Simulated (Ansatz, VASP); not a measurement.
# Cu (Cu(111)) in two plane-wave programs

Wanted: the spread between two codes on one cell, functional and k mesh.

Calculated with Ansatz 0.2.0; plane waves, with VASP 6.6.1 beside it; single point at PBE.

## 1. Starting point

The cell holds 4 atoms: 4 Cu. Cell: a = 2.566 Å, b = 2.566 Å, c = 21.284 Å, α = 90.0°, β = 90.0°, γ = 60.0°. It derives from Cu. As first built, before any earlier steps moved the atoms (in the runner's words): 4 layers of fcc Cu, cut at this functional's lattice. Vacuum lies along c.

## 2. Ansatz: single point, PBE

Ansatz runs on its default PAW (the set named soft_2) files.

A single point gives forces, pressure and levels at one fixed geometry, so differences don't come from the geometry; what else differs is listed under the comparison.

File input.yaml:

```yaml
crystal:
  lattice:
    - [2.5656253229, 0.0, 0.0]
    - [1.2828126614, 2.2218967062, 0.0]
    - [0.0, 0.0, 21.2844729122]
  atoms:
    - { symbol: Cu, position: [0.0, 0.0, 0.3539013584] }
    - { symbol: Cu, position: [0.33333333, 0.33333333, 0.4508748415] }
    - { symbol: Cu, position: [0.66666667, 0.66666667, 0.5491251585] }
    - { symbol: Cu, position: [0.0, 0.0, 0.6460986416] }
hamiltonian:
  xc: pbe
  pseudopotentials: { kind: paw }
kpoints:
  mp_grid: { grid: [15, 15, 1] }
scf:
  occupations: { method: methfessel_paxton, width: 0.15 }
  n_extra_bands: 5
efield:
  axis: 3
  dipole_correction: true
  ramp_width: 0.04
output:
  forces: true
  eigenvalues: true
  write_density: true
  write_potential: true
  elf: true
  volumetric_format: npy
```

Launch:

```console
> ansatz run input.yaml --threads 4 --pin off --max-ram 9216MiB --backend cpu --events-out ev --progress --plain --runs-dir out
```

Numbers of over 12 decimals in the logs are rounded to 6 here.

What it wrote:

```text
scf.n_extra_bands = 5 over 38 filled bands (N_el = 76.0): the run solves 43 bands
Engine: ansatz 0.2.0, aarch64-unknown-linux-gnu
Pseudopotentials: kind: paw
Pseudopotential: Cu, paw, valence charge 19, recommended cutoff 420 eV (normal), Cu.paw.azcp
Functional definition: PBE
  parameter kappa = 0.804
  parameter beta = 0.066725
  exchange = pbe_x(kappa = kappa, mu = beta*pi^2/3)
  correlation = pbe_c(beta = beta)
Crystal: 4 atoms, lattice volume = 121.333 Å³
Basis set: ecut = 420 eV, 2405 PW (Γ), exchange–correlation on 36×36×288 points (8 copies of the dense FFT grid, shifted against one another)
Bands: 43, of which v1, the nominal top of the filled ones, is band 38 counted from 1 (37 counted from 0)
Symmetry: 6 space group operations
k-points: 27 of 225 (time reversal used)
Non-local potential: Cu, projectors of the file, l = 0: 3, l = 1: 2, l = 2: 3, l = 3: 1
PAW form: soft (Blöchl's): semilocal exchange-correlation on the pseudo side does not see the compensation charge
PAW one-centre angular grid: Cu, 590 points (default); XC on 64 Gauss nodes
Initial density: superposition of atomic densities (neutral atoms: chi_scale 0, normalization atom), corrected by the library's trained network
Initial wavefunctions: pseudopotential atomic-orbital guess
Functional: x = pbe(κ = 0.804, μ = 0.219515), c = pbe(β = 0.066725)
SCF iter   1: F=—  HF=-26499.741032 eV  |F-HF|=—  |Δ(HF+E_count)|=         —  Δρ=2.10e-3  dr2=2.74e-2  ethr=1.77e-3  p=0.000 e·Å  D=1.15e-13 V/Å  ΔV_dip=-0.00 eV  dr2_dipole=2.20e-9  V_vac-E_F(+/−)=4.69/4.69 eV  ⟨swp⟩=7.4  Hψ=4671  notcnv=0
efield: sawtooth ramp at fractional position 0.9800 (placed from the atoms, in the widest stretch of the axis that holds none; the zero of the levels goes with the place), width 0.0400; the density the first Hamiltonian is built on has a dipole p = 0.000 e·Å; the dipole correction subtracts the counter field D = 1.15e-13 V/Å, which shifts the + side's vacuum level by -0.00 eV against the − side's; the planar-averaged density in the ramp window peaks in size at 8.2e-5 e/Å³
preconditioner: auto → LDOS  [insulator: Δε(μ)=0.143 eV  Ē_g=6.803 eV  σ=0.150 eV  W_gap=0.61  n_scr=16 (ndim 8)  ℏωp=22.4 eV  f_vac=0.568  D(μ)=1.50/eV (n_scr^D=10)  ε∞_Penn≈11.8  β→1.0]
SCF iter   2: F=—  HF=-26499.742727 eV  |F-HF|=—  |Δ(HF+E_count)|=   1.70e-3  S|Δr|=    0.00e0  Δρ=1.79e-3  dr2=2.56e-3  ethr=3.60e-5  p=-0.000 e·Å  D=-3.83e-6 V/Å  ΔV_dip=0.00 eV  dr2_dipole=7.75e-9  V_vac-E_F(+/−)=4.67/4.67 eV  ⟨swp⟩=2.3  Hψ=2245  notcnv=0
SCF iter   3: F=—  HF=-26499.743783 eV  |F-HF|=—  |Δ(HF+E_count)|=   1.06e-3  S|Δr|=    0.00e0  Δρ=2.91e-3  dr2=5.49e-3  ethr=3.37e-6  p=-0.000 e·Å  D=-6.63e-8 V/Å  ΔV_dip=0.00 eV  dr2_dipole=4.99e-10  V_vac-E_F(+/−)=4.68/4.68 eV  ⟨swp⟩=2.4  Hψ=2250  notcnv=0
SCF iter   4: F=—  HF=-26499.742471 eV  |F-HF|=—  |Δ(HF+E_count)|=   1.31e-3  S|Δr|=    0.00e0  Δρ=6.53e-4  dr2=3.99e-4  ethr=3.37e-6  p=-0.000 e·Å  D=-1.05e-6 V/Å  ΔV_dip=0.00 eV  dr2_dipole=1.76e-10  V_vac-E_F(+/−)=4.67/4.67 eV  ⟨swp⟩=2.0  Hψ=2175  notcnv=0
SCF iter   5: F=—  HF=-26499.742405 eV  |F-HF|=—  |Δ(HF+E_count)|=   6.56e-5  S|Δr|=    0.00e0  Δρ=5.02e-5  dr2=3.73e-6  ethr=5.26e-7  p=-0.000 e·Å  D=-1.57e-6 V/Å  ΔV_dip=0.00 eV  dr2_dipole=1.17e-10  V_vac-E_F(+/−)=4.68/4.68 eV  ⟨swp⟩=2.1  Hψ=1691  notcnv=0
SCF iter   6: F=—  HF=-26499.742386 eV  |F-HF|=—  |Δ(HF+E_count)|=   1.91e-5  S|Δr|=    0.00e0  Δρ=3.48e-5  dr2=1.35e-6  ethr=4.90e-9  p=0.000 e·Å  D=1.64e-6 V/Å  ΔV_dip=-0.00 eV  dr2_dipole=9.12e-12  V_vac-E_F(+/−)=4.68/4.68 eV  ⟨swp⟩=3.0  Hψ=2441  notcnv=0
SCF iter   7: F=—  HF=-26499.742386 eV  |F-HF|=—  |Δ(HF+E_count)|=   2.22e-7  S|Δr|=    0.00e0  Δρ=3.16e-5  dr2=8.23e-7  ethr=1.78e-9  p=-0.000 e·Å  D=-1.97e-6 V/Å  ΔV_dip=0.00 eV  dr2_dipole=5.20e-12  V_vac-E_F(+/−)=4.68/4.68 eV  ⟨swp⟩=2.2  Hψ=1876  notcnv=0
SCF iter   8: F=—  HF=-26499.742386 eV  |F-HF|=—  |Δ(HF+E_count)|=   4.64e-8  S|Δr|=    0.00e0  Δρ=5.45e-6  dr2=1.52e-7  ethr=1.08e-9  p=-0.000 e·Å  D=-5.54e-7 V/Å  ΔV_dip=0.00 eV  dr2_dipole=7.31e-13  V_vac-E_F(+/−)=4.68/4.68 eV  ⟨swp⟩=2.0  Hψ=1592  notcnv=0
SCF iter   9: F=-26499.742387 eV  HF=-26499.742387 eV  |F-HF|=5.15e-9  |Δ(HF+E_count)|=   8.07e-9  S|Δr|=    0.00e0  Δρ=3.63e-6  dr2=2.53e-8  ethr=1.32e-10  p=-0.000 e·Å  D=-1.46e-8 V/Å  ΔV_dip=0.00 eV  dr2_dipole=5.01e-12  V_vac-E_F(+/−)=4.68/4.68 eV  ⟨swp⟩=14.4  Hψ=9272  notcnv=0
SCF 1 converged in 9 iterations: F = -26499.742387 eV  dr2 = 2.53e-8
  greatest PAW one-centre occupation: 1.000 electrons in one spin orbital (limit 2), on the Cu atom at site 3 (counted from 0), in its partial waves of l = 0
WARN: The output density's exchange-correlation potential varies sharply where the density is thin. Do not read a vacuum level from v_tot or v_xc, or from such a field of the output density. On a cell that repeats whose density bears no net charge and no dipole along the vacuum's axis use v_es (v_loc + v_h of the components); under efield.dipole_correction with no amplitude use v_es + v_field, which holds any externa [...]
SCF converged after 9 iterations
Stability not checked: this state was not tested for a lower state beside it, because cold or Methfessel-Paxton smearing, or corrected tetrahedra, fill the levels in a way that the test cannot read (fill_not_monotonic; see scf.lower_state_search)
Free energy (F): -26499.742387 eV
Harris-Foulkes:  -26499.742387 eV  (|F-HF|=5.15e-9)
Internal energy: -26499.743464 eV  (E = F + TS)
E sigma→0 (E₀):  -26499.742656 eV
Entropy (-TS):   0.001077 eV (0.269 meV/atom)
Fermi energy:    3.739291 eV
Dipole field:    D = 0.000004 V/Å  (p = 0.000003 e·Å, saw-weighted, corrected)
Work function:   Φ+ = 4.6817 eV   Φ− = 4.6817 eV
Levels:          The Fermi level and band energies are counted from a zero that moves with the ramp; work functions are not
--- Per-component energies (eV) ---
  E_band       = -2418.064291
  E_kinetic    = 1198.422398
  E_local      = -141138.544915  (includes V_loc(G=0)·N_el)
  E_nonlocal   = 1564.227957
  E_hartree    = 69116.454559
  E_xc         = -355.787752
  E_vxc        = -458.895735  (∫ρ·V_xc dr)
  E_paw        = -6656.275810  (= ΣΔE_a)
  E_vpaw       = -1816.236718  (= ΣTr[D̂ρ^β])
  E_aug_tail   = 0.001124  (compensation charges beyond the density's cutoff)
  E_efield     = 0.000000  (sawtooth field / dipole correction)
  E_vefield    = 0.000000  (∫n·V_field dr)
  E_ewald      = 49771.758975
  E_smearing   = 0.001077  (= −TS)
  E_closure    = 0.000000  (closes the sum)
  Σ components = -26499.742387   (vs F -26499.742387, Δ=0.00e0)
--- Forces (eV/Å), atoms counted from 1 ---
  atom   1  Cu    -0.00000000     0.00000000     0.01273511
  atom   2  Cu     0.00000000    -0.00000000    -0.00369855
  atom   3  Cu    -0.00000000     0.00000000     0.00370002
  atom   4  Cu    -0.00000000    -0.00000000    -0.01274044
  max |Σ_I F_I| component: 3.86e-6 eV/Å
--- Band table (eV; the first three rows and the last of 27) ---
  k-point 0: bands = [... 34 lower, 1.6866, 2.0267, 2.0267, 2.1424, 2.1424, 2.5180, 3.5097, 7.9524, ... 1 higher]
  k-point 1: bands = [... 34 lower, 1.7332, 1.8448, 1.9758, 2.0246, 2.1438, 2.8218, 3.8734, 8.0651, ... 1 higher]
  k-point 2: bands = [... 34 lower, 1.6790, 1.7018, 2.0185, 2.0631, 2.1474, 3.3611, 4.6711, 8.4029, ... 1 higher]
  k-point 26: bands = [... 34 lower, 2.0278, 2.0714, 7.0174, 7.2742, 7.2742, 8.1075, 8.1075, 8.8028, ... 1 higher]
```

Elapsed: 8.3 s, on 4 threads of Arm Neoverse N1, shared host; peak memory 0.45 GiB; 32 s of CPU time.

Reading the cycles: dr2 is the Hartree energy of the density residual (eV), the measure of convergence; HF is the Harris–Foulkes estimate of the energy, which meets the free energy F at convergence.

## 3. VASP: single point, PBE

The same cell, functional, mesh and smearing now go to VASP, with its own data sets and cutoff.

Lines of VASP's logs that name or quote its potential files are left out, and so is its time.

File INCAR:

```
SYSTEM = Cu
PREC = Normal
ENCUT = 330
EDIFF = 1E-06
NELM = 120
ISMEAR = 1
SIGMA = 0.15
LREAL = .FALSE.
ALGO = Fast
GGA = PE
NBANDS = 28
LASPH = .TRUE.
LORBIT = 11
LWAVE = .FALSE.
LCHARG = .FALSE.
KPAR = 4
IDIPOL = 3
LDIPOL = .TRUE.
DIPOL = 0.5 0.5 0.5
LVHAR = .TRUE.
LVACPOTAV = .TRUE.
```

File POSCAR:

```
Cu
1.0
    2.5656253229      0.0000000000      0.0000000000
    1.2828126614      2.2218967062      0.0000000000
    0.0000000000      0.0000000000     21.2844729122
Cu
4
Direct
    0.0000000000      0.0000000000      0.3539013584
    0.3333333300      0.3333333300      0.4508748415
    0.6666666700      0.6666666700      0.5491251585
    0.0000000000      0.0000000000      0.6460986416
```

File KPOINTS:

```
Automatic mesh
0
Gamma
15 15 1
0 0 0
```

Potentials, in the order of the species: Cu (PBE family, release 64).

Launch:

```console
> mpirun -np 4 vasp_std
```

What it wrote:

```text
[banner, memory and clock lines left out]
running    4 mpi-ranks, on    1 nodes
 distrk:  each k-point on    1 cores,    4 groups
 distr:  one band on    1 cores,    1 groups

 POSCAR found type information on POSCAR Cu
 POSCAR found :  1 types and       4 ions
 LDA part: xc-table for (Slater+PW92), standard interpolation
 POSCAR, INCAR and KPOINTS ok, starting setup
 FFT: planning ... GRIDC
 FFT: planning ... GRID_SOFT
 FFT: planning ... GRID
 WAVECAR not read
 entering main loop
       N       E                     dE             d eps       ncg     rms          rms(c)
DAV:   1     0.321152945760E+03    0.32115E+03   -0.15247E+04  1512   0.147E+03
DAV:   2     0.566069076307E+01   -0.31549E+03   -0.30510E+03  1520   0.340E+02
DAV:   3    -0.165887436198E+02   -0.22249E+02   -0.21358E+02  1624   0.139E+02
DAV:   4    -0.172235416256E+02   -0.63480E+00   -0.63270E+00  1688   0.280E+01
DAV:   5    -0.172393061988E+02   -0.15765E-01   -0.15760E-01  1764   0.343E+00    0.147E+01
RMM:   6    -0.154453240965E+02    0.17940E+01   -0.35586E+01  1633   0.908E+01    0.845E+00
RMM:   7    -0.140103048938E+02    0.14350E+01   -0.75908E+00  1561   0.456E+01    0.119E+00
RMM:   8    -0.140087023268E+02    0.16026E-02   -0.39106E-01  1641   0.488E+00    0.468E-01
RMM:   9    -0.140117588368E+02   -0.30565E-02   -0.71547E-02  1681   0.231E+00    0.268E-01
RMM:  10    -0.140109092631E+02    0.84957E-03   -0.22270E-02  1726   0.199E+00    0.165E-01
RMM:  11    -0.140106503946E+02    0.25887E-03   -0.73344E-03  1836   0.893E-01    0.114E-01
RMM:  12    -0.140104544262E+02    0.19597E-03   -0.26543E-03  1700   0.582E-01    0.753E-02
RMM:  13    -0.140104365342E+02    0.17892E-04   -0.10285E-03  1738   0.403E-01    0.195E-02
RMM:  14    -0.140106574608E+02   -0.22093E-03   -0.49907E-04  1693   0.230E-01    0.363E-02
RMM:  15    -0.140108111843E+02   -0.15372E-03   -0.60355E-04  1745   0.354E-01    0.469E-02
RMM:  16    -0.140108177453E+02   -0.65610E-05   -0.26679E-04  1675   0.237E-01    0.120E-02
RMM:  17    -0.140108326717E+02   -0.14926E-04   -0.61045E-05  1712   0.550E-02    0.106E-02
RMM:  18    -0.140108417352E+02   -0.90636E-05   -0.10363E-05  1647   0.363E-02    0.667E-03
RMM:  19    -0.140108489347E+02   -0.71995E-05   -0.74568E-06  1610   0.362E-02    0.285E-03
RMM:  20    -0.140108542775E+02   -0.53428E-05   -0.19367E-06  1094   0.121E-02    0.269E-03
RMM:  21    -0.140108577992E+02   -0.35217E-05   -0.12516E-06  1065   0.153E-02    0.202E-03
RMM:  22    -0.140108582091E+02   -0.40993E-06   -0.38107E-07   999   0.820E-03
|                                                                             |
|           W    W    AA    RRRRR   N    N  II  N    N   GGGG   !!!           |
|           W    W   A  A   R    R  NN   N  II  NN   N  G    G  !!!           |
|           W    W  A    A  R    R  N N  N  II  N N  N  G       !!!           |
|           W WW W  AAAAAA  RRRRR   N  N N  II  N  N N  G  GGG   !            |
|           WW  WW  A    A  R   R   N   NN  II  N   NN  G    G                |
|           W    W  A    A  R    R  N    N  II  N    N   GGGG   !!!           |
|                                                                             |
|     Did not find any points to average over, which means that no vacuum     |
|     field-free region was found. Please increase the size of  your cell     |
|     in the dimension of the dipole correction to obtain accurate            |
|     workfunction values.                                                    |
|                                                                             |

   1 F= -.14010858E+02 E0= -.14011277E+02  d E =0.125498E-02
|                                                                             |
|           W    W    AA    RRRRR   N    N  II  N    N   GGGG   !!!           |
|           W    W   A  A   R    R  NN   N  II  NN   N  G    G  !!!           |
|           W    W  A    A  R    R  N N  N  II  N N  N  G       !!!           |
|           W WW W  AAAAAA  RRRRR   N  N N  II  N  N N  G  GGG   !            |
|           WW  WW  A    A  R   R   N   NN  II  N   NN  G    G                |
|           W    W  A    A  R    R  N    N  II  N    N   GGGG   !!!           |
|                                                                             |
|     Did not find any points to average over, which means that no vacuum     |
|     field-free region was found. Please increase the size of  your cell     |
|     in the dimension of the dipole correction to obtain accurate            |
|     workfunction values.                                                    |
|                                                                             |
```

Parts of OUTCAR (step 3):

```text
ion  position               nearest neighbor table
   1  0.000  0.000  0.354-   2 2.54   2 2.54   2 2.54
   2  0.333  0.333  0.451-   1 2.54   1 2.54   1 2.54   3 2.56   3 2.56   3 2.56
   3  0.667  0.667  0.549-   4 2.54   4 2.54   4 2.54   2 2.56   2 2.56   2 2.56
   4  0.000  0.000  0.646-   3 2.54   3 2.54   3 2.54

  LATTYP: Found a hexagonal cell.
 ALAT       =     2.5656253229
 C/A-ratio  =     8.2960176307

 Subroutine GETGRP returns: Found 12 space group operations
 (whereof 12 operations were pure point group operations)

The static configuration has the point symmetry D_3d.

 Found     27 irreducible k-points:

   k-points           NKPTS =     27   k-points in BZ     NKDIM =     27   number of bands    NBANDS=     28

   dimension x,y,z NGX =    12 NGY =   12 NGZ =   96
   dimension x,y,z NGXF=    24 NGYF=   24 NGZF=  192

   ENCUT  =  330.0 eV  24.25 Ry    4.92 a.u.   3.80  3.80 31.53*2*pi/ulx,y,z

   NELECT =      44.0000    total number of electrons

 k-points in reciprocal lattice and weights: Automatic mesh
   0.00000000  0.00000000  0.00000000       0.004
   0.06666667 -0.00000000  0.00000000       0.027
   0.13333333 -0.00000000  0.00000000       0.027
   0.20000000  0.00000000  0.00000000       0.027
   0.26666667 -0.00000000  0.00000000       0.027
   0.33333333 -0.00000000  0.00000000       0.027
   0.40000000 -0.00000000  0.00000000       0.027
   0.46666667 -0.00000000  0.00000000       0.027
   0.13333333  0.06666667  0.00000000       0.027
[...]
-0.40000000  0.26666667  0.00000000       0.053
  -0.33333333  0.33333333  0.00000000       0.009

 dipolmoment           0.000000      0.000000      0.000000 electrons x Angstroem

 average (electrostatic) potential at core
       1 -70.8456       2 -71.1810       3 -71.1810       4 -70.8456

 E-fermi :   0.1765

 k-point     1 :       0.0000    0.0000    0.0000
  band No.  band energies     occupation
    ...
     21      -1.5701      2.00000
     22      -1.4577      2.00000
     23      -1.4577      2.00000
     24      -1.0402      2.00000
     25      -0.0313      2.06456
     26       4.3653      0.00000
     27       4.4258      0.00000
     28       5.7226      0.00000

 k-point     2 :       0.0667   -0.0000    0.0000
  band No.  band energies     occupation
    ...
     20      -1.7451      2.00000
     21      -1.6177      2.00000
     22      -1.5723      2.00000
     23      -1.4564      2.00000
     24      -0.7450      2.00000
     25       0.3244     -0.04720
     26       4.4785      0.00000
     27       4.5622      0.00000
     28       5.8566      0.00000

 k-point     3 :       0.1333   -0.0000    0.0000
  band No.  band energies     occupation
    ...
     20      -1.8940      2.00000
     21      -1.5785      2.00000
     22      -1.5281      2.00000
     23      -1.4531      2.00000
     24      -0.2080      2.00173
     25       1.1150     -0.00000
     26       4.8180      0.00000
     27       4.9713      0.00000
     28       6.2590      0.00000

  Total       -0.7041428     -0.7041428      0.0901493      0.0000000      0.0000000      0.0000000
  in kB       -9.2980387     -9.2980387      1.1904002      0.0000000      0.0000000      0.0000000
  external PRESSURE =      -5.8018924 kB  Pullay stress =       0.0000000 kB

  energy-cutoff  :      330.00
  volume of cell :      121.33
      direct lattice vectors                 reciprocal lattice vectors
     2.565625323  0.000000000  0.000000000     0.389768526 -0.225032963  0.000000000
     1.282812661  2.221896706  0.000000000     0.000000000  0.450065927  0.000000000
     0.000000000  0.000000000 21.284472912     0.000000000  0.000000000  0.046982606

 POSITION                                       TOTAL-FORCE (eV/Angst)
 -----------------------------------------------------------------------------------
      0.00000      0.00000      7.53260         0.000000     -0.000000     -0.002607
      1.28281      0.74063      9.59663        -0.000000      0.000000     -0.000118
      2.56563      1.48126     11.68784        -0.000000      0.000000      0.000118
      0.00000      0.00000     13.75187        -0.000000      0.000000      0.002607
 -----------------------------------------------------------------------------------
    total drift:                                0.000000      0.000000      0.000000

  FREE ENERGIE OF THE ION-ELECTRON SYSTEM (eV)
  ---------------------------------------------------
  free  energy   TOTEN  =       -14.0108582091 eV

  energy  without entropy=      -14.0121131858  energy(sigma->0) =      -14.01127653

 total charge
# of ion       s       p       d       tot
------------------------------------------
    1        0.451   0.292   9.184   9.926
    2        0.443   0.374   9.175   9.991
    3        0.443   0.374   9.175   9.991
    4        0.451   0.292   9.184   9.926
--------------------------------------------------
tot          1.787   1.332  36.716  39.835

[... 3 further parts left out ...]
```

## 4. Differences

Known differences besides the potentials themselves: the data sets hold 76 valence electrons in Ansatz (default PAW (the set named soft_2) files) and 44 in VASP; the cutoff is 420 eV in Ansatz and 330 eV in VASP (PREC = Normal). Total energies have different zeros and are not compared.

Compared:

| quantity | Ansatz | VASP | difference |
| --- | --- | --- | --- |
| work function, lower of the two faces (eV) | 4.68 | 4.66 | +0.02 |
| work function, higher of the two faces (eV) | 4.68 | 4.66 | +0.02 |

At this near-relaxed geometry the largest component of a force difference is 15 meV/Å. VASP's log warns that it found no field-free region in the vacuum, so its work functions are uncertain.

## 5. Results

```yaml
difference_in_work_function_lower_of_the_two_faces_single_point_pbe: 0.018 eV
r_m_s_force_difference_single_point_pbe: 6.4 meV/Å
```

**Reading.** The r.m.s. force difference is 6.4 meV/Å (single point, PBE), within the 12 meV/Å picked in this series as the mark of a large difference. Such differences can come from data sets, numerical settings and the points named under the comparisons, not from the functional's error against experiment.

[Lines on the potential files, build, host, timing and source positions are cut from VASP's logs without a mark.]

[Logs are printed without paths, hosts, clocks, repeated set-up lines and the standing remarks that a program may print on its own settings, such as how far it seeks lower states.]

[Hosts, paths, dates, database ids (printed as entryN), source tags and the programs' standing remarks are cut or masked in the printed files.]
